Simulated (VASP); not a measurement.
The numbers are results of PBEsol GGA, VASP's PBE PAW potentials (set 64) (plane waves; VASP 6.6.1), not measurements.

Input for VASP

INCAR:
```
LMAXMIX  =  4
LORBIT  =  11
EDIFF  =  1E-7   # SCF stop (eV)
ISMEAR  =  0
PREC  =  Accurate
GGA  =  PS   # PBEsol
ICHARG  =  11   # fixed density
ENCUT  =  400   # plane-wave cut-off (eV)
LREAL  =  .False.
SIGMA  =  0.05
SYSTEM  =  VSi
LCHARG  =  .False.
ALGO  =  Normal   # blocked Davidson
NELM  =  100   # most electronic steps
LASPH  =  .True.   # aspherical one-centre terms
LWAVE  =  .False.
```

File POSCAR:
```
VSi
1
    2.9388436691     0.0000000000     0.0000000000
    0.0000000000     2.9388436691     0.0000000000
    0.0000000000     0.0000000000     2.9388436691
V Si
1 1
Direct
  0.0000000000   0.0000000000   0.0000000000
  0.5000000000   0.5000000000   0.5000000000
```

File KPOINTS:
```
k-points along high-symmetry lines
15
Line-mode
Reciprocal
  0.000000   0.000000   0.000000 ! GAMMA
  0.000000   0.500000   0.000000 ! X

  0.000000   0.500000   0.000000 ! X
  0.500000   0.500000   0.000000 ! M

  0.500000   0.500000   0.000000 ! M
  0.000000   0.000000   0.000000 ! GAMMA

  0.000000   0.000000   0.000000 ! GAMMA
  0.500000   0.500000   0.500000 ! R

  0.500000   0.500000   0.500000 ! R
  0.000000   0.500000   0.000000 ! X

  0.500000   0.500000   0.500000 ! R
  0.500000   0.500000   0.000000 ! M
```

POTCAR, in this order: V_sv Si (PBE.64 set). Program: vasp_std. Read from the step before: CHGCAR.

The resulting files:

**OSZICAR**
```
       N       E                     dE             d eps       ncg     rms          rms(c)
DAV:   1     0.963691202947E+02    0.96369E+02   -0.77816E+03  2160   0.120E+03
DAV:   2    -0.127300840068E+02   -0.10910E+03   -0.10551E+03  2224   0.343E+02
DAV:   3    -0.156331489490E+02   -0.29031E+01   -0.26658E+01  2716   0.556E+01
DAV:   4    -0.156782038664E+02   -0.45055E-01   -0.44947E-01  2404   0.608E+00
DAV:   5    -0.156789003130E+02   -0.69645E-03   -0.69616E-03  2612   0.729E-01
DAV:   6    -0.156789186444E+02   -0.18331E-04   -0.18328E-04  2580   0.102E-01
DAV:   7    -0.156789191412E+02   -0.49685E-06   -0.49587E-06  2660   0.159E-02
DAV:   8    -0.156789191610E+02   -0.19802E-07   -0.20001E-07  2016   0.271E-03
   1 F= -.15678919E+02 E0= -.15677119E+02  d E =-.359995E-02
```

**OUTCAR**
```
 val. band max:       11.3271428540   @ k =   0.1786   0.1786   0.1786

 cond. band min:      11.3723942278   @ k =   0.5000   0.5000   0.0714



 k-point     1 :       0.0000    0.0000    0.0000
  band No.  band energies     occupation
      1     -52.4559      2.00000
      2     -26.3609      2.00000
      3     -26.3609      2.00000
      4     -26.3609      2.00000
      5      -1.1091      2.00000
      6       8.8801      2.00000
      7       8.8801      2.00000
      8      12.5474      0.00000
      9      12.5474      0.00000
     10      12.5474      0.00000
     11      14.2932      0.00000
     12      14.2932      0.00000

 k-point     2 :       0.0000    0.0357    0.0000
  band No.  band energies     occupation
      1     -52.4556      2.00000
      2     -26.3638      2.00000
      3     -26.3606      2.00000
      4     -26.3606      2.00000
      5      -1.0861      2.00000
      6       8.8596      2.00000
      7       8.8914      2.00000
      8      12.4765      0.00000
      9      12.4765      0.00000
     10      12.5506      0.00000
     11      14.2124      0.00000
     12      14.3802      0.00000

 k-point     3 :       0.0000    0.0714    0.0000
  band No.  band energies     occupation
      1     -52.4547      2.00000
      2     -26.3726      2.00000
      3     -26.3598      2.00000
      4     -26.3598      2.00000
      5      -1.0172      2.00000
      6       8.7934      2.00000
      7       8.9250      2.00000
      8      12.2967      0.00000
      9      12.2967      0.00000
     10      12.5600      0.00000
     11      14.0009      0.00000
     12      14.6084      0.00000

 k-point     4 :       0.0000    0.1071    0.0000
  band No.  band energies     occupation
      1     -52.4534      2.00000
      2     -26.3866      2.00000
      3     -26.3585      2.00000
      4     -26.3585      2.00000
      5      -0.9032      2.00000
      6       8.6682      2.00000
      7       8.9802      2.00000
...
```

The density is held fixed in this step, so its total energy and stress have no physical meaning.

The structure was generated: VSi was put into the CsCl type (Pm-3m), which need not be its known phase. It was relaxed first. The run is not spin-polarised, so no magnetic state was tried. The electron count is odd and the run is not spin-polarised, which forces a metal.
